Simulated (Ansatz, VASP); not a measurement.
## K3RbI4O12 (a cell with a defect) in VASP and in Ansatz

```
CELL_PARAMETERS angstrom
-6.33960 -3.66017 2.64140
6.33960 -3.66017 2.64140
0.00000 7.32034 2.64140
ATOMIC_POSITIONS crystal
Rb 0.00930 0.00930 0.00930
K 0.50930 0.50930 0.00930
K 0.50930 0.00930 0.50930
K 0.00930 0.50930 0.50930
I 0.50000 0.50000 0.50000
I 0.00000 0.00000 0.50000
I 0.00000 0.50000 0.00000
I 0.50000 0.00000 0.00000
O 0.32570 0.54420 0.32570
O 0.82570 0.04420 0.32570
O 0.82570 0.54420 0.82570
O 0.32570 0.04420 0.82570
O 0.32570 0.32570 0.54420
O 0.82570 0.82570 0.54420
O 0.82570 0.32570 0.04420
O 0.32570 0.82570 0.04420
O 0.54420 0.32570 0.32570
O 0.04420 0.82570 0.32570
O 0.04420 0.32570 0.82570
O 0.54420 0.82570 0.82570
```

Alike in both runs: task electric field gradients; functional PBE; k mesh 3 × 3 × 3; occupations fermi-dirac, width 0.01 eV; no spin polarisation.

|  | VASP | Ansatz |
| --- | --- | --- |
| version | VASP 6.6.1 | Ansatz 0.2.0 |
| potentials or method | VASP PAW PBE potentials, release 64 (Rb_sv, K_sv, I, O) | plane-wave PAW, scalar-relativistic |
| plane-wave cutoff (eV) | 520 | 420 |
| valence electrons in the cell | 136 | 176 |

Ansatz gave:

* gap on the k mesh at the Fermi level (eV): 3.36
* pressure (GPa): 6.2
* largest component of the traceless stress (GPa): 1.07
* rms of the force components (eV/Å): 0.999
* Vzz of the field gradient on the site that differs most (V/Å²): -517.4

**Question.** Estimate VASP's values.

**Answer.** gap on the k mesh at the Fermi level (eV): 3.33; pressure (GPa): 5.9; largest component of the traceless stress (GPa): 0.94; rms of the force components (eV/Å): 0.989; Vzz of the field gradient on the site that differs most (V/Å²): -510.9.

Atom by atom the forces differ by 0.021 eV/Å (rms over components). The functional is the same, so the differences come from potentials, cutoffs and numerics. The two sets of potentials don't hold the same shells in valence. Ansatz warned: «gradients_without_spin_orbit».

Caveats: spin-orbit coupling is left out, which moves the levels of the heavy elements. Expect the measured gap to be larger: semilocal functionals such as PBE lack the derivative discontinuity.
